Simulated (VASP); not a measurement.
# BHBr₂O: harmonic vibrations of a molecule

BHBr₂O, molecule in box, 5 atoms in the cell. PBE, harmonic vibrations; PAW potentials O, B, Br, H (PBE set).

## Input

INCAR.step1:
```
SYSTEM = BHBr2O
ALGO     = Normal         ! electronic algorithm
EDIFF    = 1E-8           ! SCF threshold, eV
EDIFFG   = -0.002         ! ionic threshold
ENCUT    = 400            ! plane-wave cutoff, eV
IBRION   = 2              ! ionic algorithm
ISIF     = 2              ! what is computed and relaxed
ISMEAR   = 0              ! smearing method
ISYM     = 0            
LASPH    = .True.         ! aspherical terms in the spheres
LCHARG   = .False.        ! write CHGCAR
LREAL    = .False.        ! projectors in reciprocal space
LWAVE    = .False.        ! write WAVECAR
NELM     = 100            ! most SCF steps
NSW      = 60             ! ionic steps
POTIM    = 0.5            ! step
PREC     = Accurate       ! precision mode
SIGMA    = 0.01           ! smearing width, eV
```

INCAR.step2, as INCAR.step1 but for:
```
- EDIFFG = -0.002
- IBRION = 2
- ISIF = 2
- NSW = 60
- POTIM = 0.5
+ IBRION = 5
+ NFREE = 2
+ NSW = 1
+ POTIM = 0.015
```

KPOINTS:
```
k-points
0
Gamma
  1 1 1
```

POSCAR.step1:
```
BHBr2O
1.0
   12.0000000000      0.0000000000      0.0000000000
    0.0000000000     13.0000000000      0.0000000000
    0.0000000000      0.0000000000     11.0000000000
O B Br H
1 1 2 1
Direct
    0.5307125000      0.5787038500      0.5520545500
    0.5129708300      0.4801653800      0.5231090900
    0.6059708300      0.3774730800      0.5939454500
    0.3961958300      0.4412807700      0.4122363600
    0.4804041700      0.6257576900      0.5126181800
```

Commands (each step's output is kept before the next begins):
```
cat potpaw_PBE.64/O/POTCAR potpaw_PBE.64/B/POTCAR potpaw_PBE.64/Br/POTCAR potpaw_PBE.64/H/POTCAR > POTCAR
cp INCAR.step1 INCAR
cp POSCAR.step1 POSCAR
mpirun -np 4 vasp_gam > vasp.out
cp CONTCAR POSCAR
cp INCAR.step2 INCAR
mpirun -np 4 vasp_gam > vasp.out
```

## Result

- Vibrations (cm⁻¹; a negative value is imaginary): 3717, 1307, 1039, 730, 555, 440, 412, 286, 161
- Zero-point energy (eV): 0.536
- Translations and rotations, which should read zero (cm⁻¹): -19, -8, -4, 2, 4, 6
- Vibrational entropy at 298 K (meV/K): 0.290
- Displaced cells: 30
- Ionic steps, all stages: 55
- Electronic steps, all stages: 978

VASP 6.6.1 took 1450 s on 4 cores (AMD EPYC 7R13 (Zen 3)), a shared host.
